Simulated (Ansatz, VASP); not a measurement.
# SnTe in two plane-wave programs

Aim: how closely do two programs agree when they are given the same cell, functional and k mesh? The cell is taken from a series of runs on this material, whose earlier steps may have relaxed, scaled, displaced or heated it; both programs get it as it stands.

Method: plane waves, with VASP 6.6.1 beside it; PBEsol, in Ansatz 0.2.0.

### 1. Starting point

Symmetry: I4/mmm, No. 139, tetragonal system. Conventional cell: a = 4.624 Å, b = 4.624 Å, c = 6.278 Å, α = 90.00°, β = 90.00°, γ = 90.00°. Sn has 6 Te at 3.14 to 3.27 Å nearest. Nearest to Te lie 6 Sn at 3.14 to 3.27 Å. Farther neighbours and most contacts between anions are not listed.

Structure file:

```cif
data_structure
_symmetry_space_group_name_H-M 'P 1'
_symmetry_Int_Tables_number 1
_cell_length_a 4.5326
_cell_length_b 4.5326
_cell_length_c 4.6243
_cell_angle_alpha 59.328
_cell_angle_beta 59.328
_cell_angle_gamma 61.343
_cell_volume 67.12
loop_
_atom_site_label
_atom_site_type_symbol
_atom_site_fract_x
_atom_site_fract_y
_atom_site_fract_z
_atom_site_occupancy
Sn1 Sn 0.00000 0.00000 0.00000 1
Te2 Te 0.50000 0.50000 0.50000 1
```

### 2. Ansatz: zone-centre phonons, PBEsol

Ansatz runs on its PAW soft_1 files.

Second derivatives magnify differences that forces hide, and they need a tight electronic threshold.

input.yaml reads:

```yaml
crystal:
  lattice:
    - [0.0, 3.269896292, 3.1388648637]
    - [3.269896292, 0.0, 3.1388648637]
    - [3.269896292, 3.269896292, 0.0]
  atoms:
    - { symbol: Sn, position: [0.0, 0.0, 0.0] }
    - { symbol: Te, position: [0.5, 0.5, 0.5] }
kpoints:
  mp_grid: { grid: [12, 12, 12] }
hamiltonian:
  xc: pbesol
  pseudopotentials: { kind: paw, azcp: { folder: soft_1 }, xc_functional: pbe }
scf:
  occupations: { method: gaussian, width: 0.01 }
output:
  eigenvalues: true
phonons:
  method: dfpt
```

The run is started by

```sh
ansatz run input.yaml --threads 4 --pin off --max-ram 10240MiB --backend cpu --events-out ev --progress --plain --runs-dir out
```

Numbers of over 12 decimals in the logs are rounded to 6 here.

Output:

```text
zone centre: on kpoints.mp_grid the ground state, and the responses unless they are solved on pairs of k-points, stand on 280 of the mesh's 1728 k-points, reduced under 8 symmetry operations, with k and −k counted as one. Each operation leaves every solved displacement unchanged or reverses it
Engine: ansatz 0.2.0, x86_64-unknown-linux-gnu
Pseudopotentials: kind: paw
Pseudopotential: Sn, paw, valence charge 14, recommended cutoff 420 eV (normal), soft_1/Sn.paw.azcp
Pseudopotential: Te, paw, valence charge 16, recommended cutoff 420 eV (normal), soft_1/Te.paw.azcp
Functional definition: PBEsol
  exchange = pbesol_x
  correlation = pbesol_c
Crystal: 2 atoms, lattice volume = 67.123 Å³
Basis set: ecut = 420 eV, 1323 PW (Γ), exchange–correlation on 64×64×64 points (8 copies of the dense FFT grid, shifted against one another)
Bands: 19, of which v1, the nominal top of the filled ones, is band 15 counted from 1 (14 counted from 0)
Symmetry: 16 space group operations
k-points: 280 of 1728 (irreducible under 8 space group operations)
Non-local potential: Sn, projectors of the file, l = 0: 2, l = 1: 2, l = 2: 2, l = 3: 1
Non-local potential: Te, projectors of the file, l = 0: 2, l = 1: 2, l = 2: 2, l = 3: 1
PAW form: soft (Blöchl's): semilocal exchange-correlation on the pseudo side does not see the compensation charge
PAW frozen core: Sn, regenerated for the run's functional, and the local potential with it (the file was generated under x = pbe(κ = 0.804, μ = 0.219515), c = pbe(β = 0.066725))
PAW frozen core: Te, regenerated for the run's functional, and the local potential with it (the file was generated under x = pbe(κ = 0.804, μ = 0.219515), c = pbe(β = 0.066725))
PAW one-centre angular grid: Sn, 590 points (default); XC on 64 Gauss nodes
PAW one-centre angular grid: Te, 590 points (default); XC on 64 Gauss nodes
Initial density: superposition of atomic densities (chi_scale 0.1, normalization cell, long waves kept (reshape's long-wave potential 0.00 eV rms))
Initial wavefunctions: pseudopotential atomic-orbital guess
Functional: x = pbesol(κ = 0.804, μ = 0.123457), c = pbesol(β = 0.046)
SCF iter   1: F=—  HF=-12851.948378 eV  |F-HF|=—  |Δ(HF+E_count)|=         —  Δρ=1.09e-2  dr2=1.01e-1  ethr=3.10e-3  ⟨swp⟩=7.7  Hψ=31012  notcnv=0
preconditioner: auto → Kerker (q_TF=auto, 2.386 Å⁻¹)  [metal: Δε(μ)=0.001 eV  Ē_g=8.366 eV  σ=0.010 eV  W_gap=0.03  n_scr=14 (ndim 8)  ℏωp=14.3 eV  f_vac=0.000  D(μ)=0.52/eV (n_scr^D=0)]
SCF iter   2: F=—  HF=-12851.938965 eV  |F-HF|=—  |Δ(HF+E_count)|=   9.41e-3  Δρ=7.22e-3  dr2=4.71e-2  ethr=3.38e-4  ⟨swp⟩=2.0  Hψ=8335  notcnv=0
SCF iter   3: F=—  HF=-12851.932925 eV  |F-HF|=—  |Δ(HF+E_count)|=   6.04e-3  Δρ=9.53e-4  dr2=6.31e-4  ethr=1.57e-4  ⟨swp⟩=2.8  Hψ=8994  notcnv=0
SCF iter   4: F=—  HF=-12851.933405 eV  |F-HF|=—  |Δ(HF+E_count)|=   4.80e-4  Δρ=3.63e-4  dr2=9.32e-5  ethr=2.10e-6  ⟨swp⟩=2.0  Hψ=9247  notcnv=0
SCF iter   5: F=—  HF=-12851.933459 eV  |F-HF|=—  |Δ(HF+E_count)|=   5.37e-5  Δρ=1.45e-4  dr2=2.48e-5  ethr=3.11e-7  ⟨swp⟩=2.0  Hψ=7924  notcnv=0
SCF iter   6: F=—  HF=-12851.933476 eV  |F-HF|=—  |Δ(HF+E_count)|=   1.68e-5  Δρ=4.90e-5  dr2=2.96e-6  ethr=8.27e-8  ⟨swp⟩=2.0  Hψ=6498  notcnv=0
SCF iter   7: F=—  HF=-12851.933477 eV  |F-HF|=—  |Δ(HF+E_count)|=   9.03e-7  Δρ=1.38e-5  dr2=2.09e-7  ethr=9.87e-9  ⟨swp⟩=2.0  Hψ=6614  notcnv=0
SCF iter   8: F=—  HF=-12851.933477 eV  |F-HF|=—  |Δ(HF+E_count)|=   9.37e-9  Δρ=1.99e-6  dr2=2.57e-9  ethr=6.96e-10  ⟨swp⟩=2.4  Hψ=8411  notcnv=0
SCF iter   9: F=—  HF=-12851.933477 eV  |F-HF|=—  |Δ(HF+E_count)|=   1.81e-9  Δρ=5.27e-7  dr2=2.18e-10  ethr=8.57e-12  ⟨swp⟩=2.2  Hψ=8785  notcnv=0
SCF iter  10: F=-12851.933477 eV  HF=-12851.933477 eV  |F-HF|=1.82e-12  |Δ(HF+E_count)|=  3.64e-11  Δρ=8.96e-8  dr2=6.17e-12  ethr=1.00e-12  ⟨swp⟩=5.8  Hψ=31330  notcnv=0
SCF 1 converged in 10 iterations: F = -12851.933477 eV  dr2 = 6.17e-12
  greatest PAW one-centre occupation: 0.998 electrons in one spin orbital (limit 2), on the Te atom at site 1 (counted from 0), in its partial waves of l = 2
DFPT response loops at Γ: preconditioner auto → Kerker (q_TF=auto, 2.386 Å⁻¹) (partly filled bands, converged f_vac=0.013); β = 1.00, the filter's whole step (`scf.mixing.beta` (0.50) is not read by the response loops under this deck's `scf.mixing.preconditioner`; to damp them name `kerker` or `kerker_dos`, under which they read `scf.mixing.beta`, and type it under 1.00, their step now; both keys bind the ground state too); Broyden in place of MSR1
SCF converged after 10 iterations
Free energy (F): -12851.933477 eV
Harris-Foulkes:  -12851.933477 eV  (|F-HF|=1.82e-12)
Internal energy: -12851.933463 eV  (E = F + TS)
E sigma→0 (E₀):  -12851.933470 eV
Entropy (-TS):   -0.000014 eV (-0.007 meV/atom)
Fermi energy:    8.480970 eV
--- Per-component energies (eV) ---
  E_band       = -382.642778
  E_kinetic    = 337.493442
  E_local      = -2794.820926  (includes V_loc(G=0)·N_el)
  E_nonlocal   = 215.228974
  E_hartree    = 1379.166533
  E_xc         = -245.450329
  E_vxc        = -181.108120  (∫ρ·V_xc dr)
  E_paw        = -8888.138692  (= ΣΔE_a)
  E_vpaw       = -717.769481  (= ΣTr[D̂ρ^β])
  E_aug_tail   = 0.000376  (compensation charges beyond the density's cutoff)
  E_ewald      = -2856.072492
  E_core_change = 0.659651  (= ΣΔE_core)
  E_smearing   = -0.000014  (= −TS)
  E_closure    = 0.000000  (closes the sum)
  Σ components = -12851.933477   (vs F -12851.933477, Δ=0.00e0)
--- Band table (eV; the first three rows and the last of 280) ---
  k-point 0: bands = [... 11 lower, 3.5459, 6.2768, 6.7141, 6.7141, 11.3892, 11.3892, 12.3457, 13.2861]
  k-point 1: bands = [... 11 lower, 3.2820, 6.3658, 6.7132, 6.8266, 11.0976, 11.1140, 11.9992, 13.2836]
  k-point 2: bands = [... 11 lower, 2.6631, 6.4921, 6.7161, 7.1412, 10.4773, 10.5253, 11.2840, 13.3288]
  k-point 279: bands = [... 11 lower, 1.9442, 3.3400, 5.0417, 5.0417, 10.8178, 12.9854, 12.9854, 14.7943]
--- Phonons (Γ-DFPT): 4 representative perturbations + reference, on 280 of 1728 k-points (Σ response iterations 12) ---
  k mesh reduced under 8 symmetry operations, with k and −k counted as one. Each operation leaves every solved displacement unchanged or reverses it
  ASR residual: 1.202e-4 → 0.000e0 eV/Å²; symmetrization residual: 2.478e-5 eV/Å²
  ASR residual per site (eV/Å²): 1.20e-4 9.15e-5
  Γ frequencies (cm⁻¹): -73.90 -73.90 -53.01 0.00 0.00 0.00
  non-analytic LO–TO correction: not included (Born effective charges unavailable; polar crystals: no LO–TO splitting at Γ)
```

In the SCF lines HF is the Harris–Foulkes energy and dr2 the Hartree energy of the density residual, in eV; the loop may stop once dr2 is under the threshold and the program's other checks hold. Hψ counts applications of the Hamiltonian.

(Continued in part 2 of 2.)

[Lines on the potential files, build, host, timing and source positions are cut from VASP's logs without a mark.]

[Logs are printed without paths, hosts, clocks, repeated set-up lines and the standing remarks that a program may print on its own settings, such as how far it seeks lower states.]

[Hosts, paths, dates, database ids (printed as entryN), source tags and the programs' standing remarks are cut or masked in the printed files.]
